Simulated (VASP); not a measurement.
# InSe (P6_3/mmc) in VASP: elastic constants with PBE+D3(BJ)

Aim: the elastic constants of InSe with PBE+D3(BJ).

Everything below comes from runs of VASP 6.6.1. Logs are shortened: lines on timing, memory, paths and dates and some standing lists are left out, and cuts for length are marked.

## Step 1: The structure

It takes space group P6_3/mmc (No. 194, hexagonal). The conventional cell has a = 4.033 Å, b = 4.033 Å, c = 16.758 Å, α = 90.00°, β = 90.00°, γ = 120.00°. In (site symmetry 3m) is surrounded by 3 Se at 2.66 Å and 1 In at 2.79 Å. Around Se (site symmetry 3m) lie 3 In at 2.66 Å.

## Step 2: Elastic constants, PBE+D3(BJ)

File POSCAR:

```
InSe
1.0
    4.0325940883     -0.0000000000      0.0000000000
   -2.0162970441      3.4923289236      0.0000000000
    0.0000000000     -0.0000000000     16.7578863181
  In              Se
     4     4
Direct
     0.3333333332999970    0.6666666667000030    0.1666317070947020
     0.6666666667000030    0.3333333332999970    0.6666317070947020
     0.3333333332999970    0.6666666667000030    0.3333682929052980
     0.6666666667000030    0.3333333332999970    0.8333682929052980
     0.3333333332999970    0.6666666667000030    0.5897259163387023
     0.6666666667000030    0.3333333332999970    0.0897259163387023
     0.3333333332999970    0.6666666667000030    0.9102740836612977
     0.6666666667000030    0.3333333332999970    0.4102740836612977
```

File INCAR.step1:

```
PREC     = Accurate       # precision mode
ENCUT    = 600            # plane-wave cutoff, eV
EDIFF    = 1E-8           # SCF threshold, eV
ISMEAR   = 0              # smearing method
SIGMA    = 0.03           # smearing width, eV
LREAL    = F              # projectors in reciprocal space
LASPH    = T              # aspherical terms in the spheres
NELM     = 80             # most SCF steps
ALGO     = Normal         # electronic algorithm
ISIF     = 3              # what is computed and relaxed
LWAVE    = F              # write WAVECAR
LCHARG   = F              # write CHGCAR
GGA      = PE             # functional
IVDW     = 12             # dispersion correction
KPAR     = 2            
IBRION   = 2              # ionic algorithm
NSW      = 40             # ionic steps
EDIFFG   = -0.002         # ionic threshold
```

File INCAR.step2:

```
PREC     = Accurate       # precision mode
ENCUT    = 600            # plane-wave cutoff, eV
EDIFF    = 1E-8           # SCF threshold, eV
ISMEAR   = 0              # smearing method
SIGMA    = 0.03           # smearing width, eV
LREAL    = F              # projectors in reciprocal space
LASPH    = T              # aspherical terms in the spheres
NELM     = 80             # most SCF steps
ALGO     = Normal         # electronic algorithm
ISIF     = 3              # what is computed and relaxed
LWAVE    = F              # write WAVECAR
LCHARG   = F              # write CHGCAR
GGA      = PE             # functional
IVDW     = 12             # dispersion correction
KPAR     = 2            
IBRION   = 6              # ionic algorithm
NFREE    = 2            
POTIM    = 0.015          # step
NSW      = 1              # ionic steps
```

File KPOINTS:

```
Automatic mesh
0
Gamma
  9 9 2
```

Potentials or basis: VASP PAW PBE potentials, release 64 (In_d, Se).

Launch:

```bash
> cat potpaw_PBE.64/In_d/POTCAR potpaw_PBE.64/Se/POTCAR > POTCAR
> cp INCAR.step1 INCAR
> mpirun -np 2 vasp_std > vasp.out
> cp CONTCAR POSCAR
> cp INCAR.step2 INCAR
> mpirun -np 2 vasp_std > vasp.out
```

OUTCAR:

```text
PREC = Accurate
   ENCUT = 600
   EDIFF = 1E-8
   ISMEAR = 0
   LREAL = F
   LASPH = T
   NELM = 80
   ISIF = 3
   GGA = PE
   IVDW = 12
   IBRION = 6
   NFREE = 2
   POTIM = 0.015
   NSW = 1
 IVDW          = 12

 ion  position               nearest neighbor table
   1  0.333  0.667  0.167-   6 2.66   6 2.66   6 2.66   3 2.79
   2  0.667  0.333  0.667-   5 2.66   5 2.66   5 2.66   4 2.79
   3  0.333  0.667  0.333-   8 2.66   8 2.66   8 2.66   1 2.79
   4  0.667  0.333  0.833-   7 2.66   7 2.66   7 2.66   2 2.79
   5  0.333  0.667  0.590-   2 2.66   2 2.66   2 2.66
   6  0.667  0.333  0.090-   1 2.66   1 2.66   1 2.66
   7  0.333  0.667  0.910-   4 2.66   4 2.66   4 2.66
   8  0.667  0.333  0.410-   3 2.66   3 2.66   3 2.66

  LATTYP: Found a hexagonal cell.
 ALAT       =     4.0325210254
 C/A-ratio  =     4.1598546635

  Lattice vectors:

 A1 = (   4.0325210254,  -0.0000000000,   0.0000000000)
 A2 = (  -2.0162605126,   3.4922656492,   0.0000000000)
 A3 = (   0.0000000000,   0.0000000000,  16.7747013932)

Analysis of symmetry for initial positions (statically):
=====================================================================
 Subroutine PRICEL returns:
 Original cell was already a primitive cell.

 Routine SETGRP: Setting up the symmetry group for a
 hexagonal supercell.

 Subroutine GETGRP returns: Found 24 space group operations
 (whereof 12 operations were pure point group operations)
 out of a pool of 24 trial point group operations.

The static configuration has the point symmetry D_3d.
 The point group associated with its full space group is D_6h.

Analysis of symmetry for dynamics (positions and initial velocities):
=====================================================================
 Subroutine PRICEL returns:
 Original cell was already a primitive cell.

 Routine SETGRP: Setting up the symmetry group for a
 hexagonal supercell.

 Subroutine GETGRP returns: Found 24 space group operations
 (whereof 12 operations were pure point group operations)
[... 412 lines left out ...]
 Fermi energy:         4.1654667387

 k-point     1 :       0.0000    0.0000    0.0000
  band No.  band energies     occupation
      1     -10.7826      2.00000
      2     -10.7815      2.00000
      3     -10.5985      2.00000
      4     -10.5985      2.00000
      5     -10.5964      2.00000
      6     -10.5964      2.00000
[... 1180 lines left out ...]
  FREE ENERGIE OF THE ION-ELECTRON SYSTEM (eV)
  ---------------------------------------------------
  free  energy   TOTEN  =       -30.6941858511 eV

  energy  without entropy=      -30.6941858511  energy(sigma->0) =      -30.69418585

 INTERNAL STRAIN TENSORS FROM STRAINED CELLS
 ============================================

 INTERNAL STRAIN TENSOR FOR ION    1 for displacements in x,y,z  (eV/Angst):
          X           Y           Z          XY          YZ          ZX
  --------------------------------------------------------------------------------
  x    -0.00000     0.00000    -0.00000    -4.38508    -0.00000    -5.39410
  y    -4.39144     4.40143    -0.00000    -0.00008    -5.39002     0.00005
  z    -7.82697    -7.82992     5.73073    -0.00040    -0.00328    -0.00011

 INTERNAL STRAIN TENSORS FROM DISPLACED ATOMS
 ============================================

 INTERNAL STRAIN TENSOR FOR ION    1 for displacements in x,y,z  (eV/Angst):
          X           Y           Z          XY          YZ          ZX
  --------------------------------------------------------------------------------
  x    -0.00000     0.00000     0.00000    -4.38291    -0.00000    -5.39873
  y    -4.38291     4.38291    -0.00000     0.00000    -5.39873    -0.00000
  z    -7.79760    -7.79760     5.70030    -0.00000    -0.00000    -0.00000

 INTERNAL STRAIN TENSOR FOR ION    8 for displacements in x,y,z  (eV/Angst):
          X           Y           Z          XY          YZ          ZX
  --------------------------------------------------------------------------------
  x     0.00000    -0.00000    -0.00000     4.67770    -0.00000    -7.05581
  y     4.67770    -4.67770    -0.00000    -0.00000    -7.05582    -0.00000
  z    -6.94118    -6.94118    -7.22118    -0.00000    -0.00000     0.00000

 Eigenvectors and eigenvalues of the dynamical matrix
 ----------------------------------------------------

   1 f  =    6.697263 THz    42.080144 2PiTHz  223.396647 cm-1    27.697642 meV
             X         Y         Z           dx          dy          dz
     -0.000000  2.328177  2.797002     0.000000   -0.000000    0.420261
      2.016261  1.164089 11.184353     0.000000    0.000000   -0.420261
     -0.000000  2.328177  5.590349     0.000000   -0.000000   -0.420261
      2.016261  1.164089 13.977699    -0.000000    0.000000    0.420261
     -0.000000  2.328177  9.895549     0.000000   -0.000000    0.270888
      2.016261  1.164089  1.508198    -0.000000   -0.000000   -0.270888
     -0.000000  2.328177 15.266503     0.000000   -0.000000   -0.270888
      2.016261  1.164089  6.879152    -0.000000    0.000000    0.270888
[... 243 lines left out ...]
  24 f/i=    0.003256 THz     0.020455 2PiTHz    0.108594 cm-1     0.013464 meV
             X         Y         Z           dx          dy          dz
     -0.000000  2.328177  2.797002    -0.338478    0.182779   -0.000000
      2.016261  1.164089 11.184353    -0.338478    0.182779   -0.000000
     -0.000000  2.328177  5.590349    -0.338478    0.182779   -0.000000
      2.016261  1.164089 13.977699    -0.338478    0.182779   -0.000000
     -0.000000  2.328177  9.895549    -0.281053    0.151769   -0.000000
      2.016261  1.164089  1.508198    -0.281053    0.151769   -0.000000
     -0.000000  2.328177 15.266503    -0.281053    0.151769   -0.000000
      2.016261  1.164089  6.879152    -0.281053    0.151769   -0.000000

--------------------------------------------------------------------------------------------------------

 ELASTIC MODULI CONTR FROM IONIC RELAXATION (kBar)
 Direction    XX          YY          ZZ          XY          YZ          ZX
 --------------------------------------------------------------------------------
 XX        -313.8839    -77.9054   -142.9031     -0.0000     -0.0000      0.0000
 YY         -77.9054   -313.8839   -142.9031     -0.0000     -0.0000     -0.0000
 ZZ        -142.9031   -142.9031   -559.7848     -0.0000     -0.0000      0.0000
 XY          -0.0000     -0.0000     -0.0000   -117.9892     -0.0000     -0.0000
 YZ          -0.0000     -0.0000     -0.0000     -0.0000   -270.0907     -0.0000
 ZX           0.0000     -0.0000      0.0000      0.0000     -0.0000   -270.0896
 --------------------------------------------------------------------------------

 TOTAL ELASTIC MODULI (kBar)
 Direction    XX          YY          ZZ          XY          YZ          ZX
 --------------------------------------------------------------------------------
 XX         627.4545    207.5774    119.6207      0.0000     -0.0000      0.0000
 YY         207.5774    627.4545    119.6207      0.0000     -0.0000     -0.0000
 ZZ         119.6207    119.6207    372.6368      0.0000     -0.0000      0.0000
 XY           0.0000      0.0000      0.0000    209.9386     -0.0000     -0.0000
 YZ          -0.0000     -0.0000     -0.0000     -0.0000     85.7538      0.0000
 ZX           0.0000     -0.0000      0.0000      0.0000      0.0000     85.7545
 --------------------------------------------------------------------------------
```

OUTCAR.step1:

```text
PREC = Accurate
   ENCUT = 600
   EDIFF = 1E-8
   ISMEAR = 0
   LREAL = F
   LASPH = T
   NELM = 80
   ISIF = 3
   GGA = PE
   IVDW = 12
   IBRION = 2
   NSW = 40
[... 502 lines left out ...]
 cond. band min:       4.3592232886   @ k =   0.0000   0.0000   0.0000
 fundamental gap:      0.3599873528
 Fermi energy:         4.1709030670

 k-point     1 :       0.0000    0.0000    0.0000
  band No.  band energies     occupation
      1     -10.7827      2.00000
      2     -10.7819      2.00000
      3     -10.5973      2.00000
      4     -10.5973      2.00000
      5     -10.5969      2.00000
      6     -10.5969      2.00000
[... 1180 lines left out ...]
  FREE ENERGIE OF THE ION-ELECTRON SYSTEM (eV)
  ---------------------------------------------------
  free  energy   TOTEN  =       -30.6949033760 eV

  energy  without entropy=      -30.6949033760  energy(sigma->0) =      -30.69490338

 reached required accuracy - stopping structural energy minimisation
```

Wall time 2.6 h (2 MPI ranks of Intel Xeon Platinum 8488C (Sapphire Rapids), shared host); peak memory 1.4 GiB.

Results:

```yaml
Relaxed_volume: 29.53 Å³/atom
Relaxed_cell: a = 4.033 Å, b = 4.033 Å, c = 16.775 Å, α = 90.00°, β = 90.00°, γ = 120.00°
Space_group_after_relaxing_to_0.05_Å: P6_3/mmc (No. 194)
Voigt_bulk_modulus: 28 GPa
Highest_phonon_frequency_at_Γ_LO-TO_splitting_left_out: 223 cm⁻¹
Dispersion_energy_per_atom: -0.296 eV
```

Final structure:
```
CELL_PARAMETERS angstrom
4.03252 0.00000 0.00000
-2.01626 3.49227 0.00000
0.00000 0.00000 16.77470
ATOMIC_POSITIONS crystal
In 0.33333 0.66667 0.16674
In 0.66667 0.33333 0.66674
In 0.33333 0.66667 0.33326
In 0.66667 0.33333 0.83326
Se 0.33333 0.66667 0.58991
Se 0.66667 0.33333 0.08991
Se 0.33333 0.66667 0.91009
Se 0.66667 0.33333 0.41009
```

Phonon frequencies in cm⁻¹ (negative: imaginary):
| q point | frequencies |
| --- | --- |
| (0.000, 0.000, 0.000) | 0 0 0 18 18 35 35 35 38 38 104 111 166 166 167 167 170 170 171 171 186 195 223 223 |

Elastic tensor in Voigt notation (GPa, in the Cartesian axes of the cell as first typed):
```
63 21 12  0  0  0
21 63 12  0  0  0
12 12 37  0  0  0
 0  0  0  9  0  0
 0  0  0  0  9  0
 0  0  0  0  0 21
```

Clamped-ion elastic tensor (GPa):
```
94 29 26  0  0  0
29 94 26  0  0  0
26 26 93  0  0  0
 0  0  0 36  0  0
 0  0  0  0 36  0
 0  0  0  0  0 33
```
